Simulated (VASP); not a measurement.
An input for Ansatz (written as the equivalent of a VASP run, and not itself run):

Ansatz 0.2 input:
```yaml
crystal:
  lattice:
    - [-3.2638860, 3.2638860, 2.5737850]
    - [3.2638860, -3.2638860, 2.5737850]
    - [3.2638860, 3.2638860, -2.5737850]
  atoms:
    - { symbol: Hf, position: [0.8435100, 0.6564900, 0.5000000] }
    - { symbol: Hf, position: [0.1564900, 0.3435100, 0.5000000] }
    - { symbol: Hf, position: [0.6564900, 0.1564900, 0.8129800] }
    - { symbol: Hf, position: [0.3435100, 0.8435100, 0.1870200] }
    - { symbol: Si, position: [0.7500000, 0.7500000, 0.0000000] }
    - { symbol: Si, position: [0.2500000, 0.2500000, 0.0000000] }
kpoints:
  mp_grid: { grid: [6, 6, 6] }
hamiltonian:
  xc: lda
  pseudopotentials: { kind: paw }
scf:
  occupations: { method: fermi_dirac, width: 0.05 }
  max_iter: 100
relax:
  max_steps: 50
  f_tol: 0.01
  cell: {}
output: { forces: true, stress: true, eigenvalues: true }
```

Question: Write the VASP files for the same calculation (LDA).

Answer: One answer among several that fit: 
**INCAR**
```
SYSTEM=Hf2Si
PREC=Accurate; ENCUT=300; LREAL=.False.
LASPH=.True.
EDIFF=1E-6; NELM=100; ALGO=Normal
LMAXMIX=6
ISMEAR=-1; SIGMA=0.05
IBRION=2; NSW=50; ISIF=3
EDIFFG=-0.01
LWAVE=.False.; LCHARG=.False.
```

File KPOINTS:
```
K-points
0
G
6 6 6
```

POSCAR:
```
Hf2Si
1.0
 -3.2638860000   3.2638860000   2.5737850000
  3.2638860000  -3.2638860000   2.5737850000
  3.2638860000   3.2638860000  -2.5737850000
Hf Si
4 2
Cartesian
  1.0215310403   2.2423549597   2.5737850000
  2.2423549597   1.0215310403   0.0000000000
  1.0215310403   4.2854170403  -0.0000000000
  2.2423549597  -1.0215310403   2.5737850000
 -0.0000000000   0.0000000000   3.8606775000
  0.0000000000   0.0000000000   1.2868925000
```

POTCAR, in this order: Hf_pv Si (LDA.64 set). Program: vasp_std.

The two are equivalent in intent, not identical: each code has its own PAW files, so the cut-off isn't converted (ENCUT is set for VASP's; basis.ecutwfc is left out, and Ansatz then takes the one that its files recommend); Ansatz stops its SCF on the density residual and VASP on the energy change (EDIFF); Ansatz's lda is the Perdew-Wang form, while the LDA potentials of VASP carry Perdew-Zunger's.

The structure comes from a computed database's Hf2Si entry (I4/mcm); how it stands against other phases isn't given here. This run relaxes it. Symmetry was kept, so distortions that lower it aren't found. The run is one of a series of settings (EDIFFG = -0.01, IBRION = 2, ISIF = 3, NSW = 50 against the base run), some of them coarse on purpose.
